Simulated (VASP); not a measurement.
Here is the system:

```
CsBr
1.0
    4.28570     0.00000     0.00000
    0.00000     4.28570     0.00000
    0.00000     0.00000     4.28570
Cs Br
1 1
Direct
  0.00000   0.00000   0.00000
  0.50000   0.50000   0.50000
```

Computed with optB88-vdW, VASP's PBE PAW potentials (set 64) (plane waves; VASP 6.6.1). Run with 520 eV cut-off, 7×7×7 Γ-centred mesh, tetrahedra with Blöchl corrections, potentials Cs_sv Br.

Unless said otherwise, spin-orbit coupling is left out, though it shifts the bands of the heavy elements here.

Task: Estimate the energy per atom (σ→0), band gap (on the k-mesh) with the smallest direct gap where there is one.

Result: 
* **band gap (on the k-mesh)**: 4.47 eV
* **smallest direct gap (on the k-mesh)**: 4.47 eV
* **energy per atom (σ→0)**: -0.869 eV/atom

Total energies compare only between runs with the same potentials, cut-off and functional.

The compound is CsBr in the CsCl type structure. It was relaxed first.
